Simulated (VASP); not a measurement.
Data:

```
CELL_PARAMETERS angstrom
      1.80799    -3.13153     0.00000
      1.80799     3.13153     0.00000
      0.00000     0.00000     6.60804
ATOMIC_POSITIONS crystal
  Pt 0.00000 0.00000 0.00000
  S  0.33333 0.66667 0.18793
  S  0.66667 0.33333 0.81207
```

Computed with PW91 GGA, VASP's PBE PAW potentials (set 64) (plane waves; VASP 6.6.1). Numerical set-up: 520 eV cut-off, 7×7×4 Γ-centred mesh, Gaussian smearing of 0.050 eV, potentials Pt S.

Without a dispersion term in the relaxation, distances and binding between the weakly bound layers, chains or molecules are unreliable, and so is what depends on them.

The ions and cell shape at fixed volume are relaxed. Predict the relaxed structure.

```
CELL_PARAMETERS angstrom
      1.78933    -3.09920     0.00000
      1.78933     3.09920     0.00000
      0.00000     0.00000     6.74659
ATOMIC_POSITIONS crystal
  Pt 0.00000 0.00000 0.00000
  S  0.33333 0.66667 0.18247
  S  0.66667 0.33333 0.81753
```
Space group P-3m1 (164), at a tolerance of 0.03 Å.

How much energy does the relaxation gain?

The energy (σ→0) changes by -6.6 meV/atom, in 6 ionic steps.

```tsv
step	E(σ→0) (eV)	max force (eV/Å)	pressure (GPa)	volume (Å³)
1	-15.4637	0.367	-2.81	74.83
2	-15.4767	0.180	-1.64	74.83
3	-15.4822	0.036	-0.29	74.83
4	-15.4822	0.052	-0.19	74.83
5	-15.4833	0.021	-0.09	74.83
6	-15.4834	0.002	-0.03	74.83
```

The compound is PtS2 in the 1T layered structure. This cell is one point of a volume scan, at 1.03 of the reference volume. Symmetry was kept, so distortions that lower it aren't found.
